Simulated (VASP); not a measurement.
Input for VASP

File KPOINTS:
```
Automatic mesh
0
Gamma
6 6 3
0 0 0
```

File POSCAR:
```
Mg2ZnP2
1
    4.0140700000     0.0000000000     0.0000000000
   -2.0070350000     3.4762870000     0.0000000000
    0.0000000000     0.0000000000     6.5438800000
Mg Zn P
2 1 2
Direct
  0.6666670000   0.3333330000   0.6341500000
  0.3333330000   0.6666670000   0.9942700000
  0.0000000000   0.0000000000   0.3614200000
  0.0000000000   0.0000000000   0.7667100000
  0.6666670000   0.3333330000   0.2434500000
```

### INCAR
```
# general
SYSTEM  = Mg2ZnP2
PREC    = Accurate
ENCUT   = 400
LREAL   = F   # projection in real space or not
LASPH   = T

# electronic loop
EDIFF   = 1E-6
NELM    = 100
ALGO    = Normal   # blocked Davidson
LMAXMIX = 4   # l cut-off of mixed one-centre charges

# smearing
ISMEAR  = 0   # Gaussian
SIGMA   = 0.05   # width (eV)

# functional
GGA     = PE

# ions
ISIF    = 2   # forces and stress, cell fixed

# output
LWAVE   = F
LCHARG  = F
```

POTCAR, in this order: Mg Zn P (PBE.64 set). Program: vasp_std.

Task: Translate this PBE calculation to Quantum ESPRESSO's pw.x.

Result: One equivalent input (not run):
```
&CONTROL
  calculation = 'scf'
  pseudo_dir = './pseudo'
  outdir = './out'
  tprnfor = .true.
  tstress = .true.
/
&SYSTEM
  ibrav = 0
  nat = 5
  ntyp = 3
  ecutwfc = 84
  occupations = 'smearing'
  smearing = 'gaussian'
  degauss = 0.003675
  input_dft = 'pbe'
/
&ELECTRONS
  conv_thr = 7.3e-08
  electron_maxstep = 100
/
ATOMIC_SPECIES
  Mg 24.305 Mg.upf
  Zn 65.380 Zn.upf
  P 30.974 P.upf
CELL_PARAMETERS angstrom
     4.0140700    0.0000000    0.0000000
    -2.0070350    3.4762870    0.0000000
     0.0000000    0.0000000    6.5438800
ATOMIC_POSITIONS crystal
  Mg   0.6666670  0.3333330  0.6341500
  Mg   0.3333330  0.6666670  0.9942700
  Zn   0.0000000  0.0000000  0.3614200
  P    0.0000000  0.0000000  0.7667100
  P    0.6666670  0.3333330  0.2434500
K_POINTS automatic
  6 6 3 0 0 0
```
The two are equivalent in intent, not identical: the potentials are each code's own (VASP's PAW set, PseudoDojo norm-conserving files in pw.x), so ENCUT and ecutwfc are chosen apart and not converted; conv_thr bounds pw.x's estimated SCF error, while EDIFF bounds the energy change between steps.

The structure comes from a computed database's Mg2ZnP2 entry (P3m1); how it stands against other phases isn't given here. The cell was not relaxed at this level.
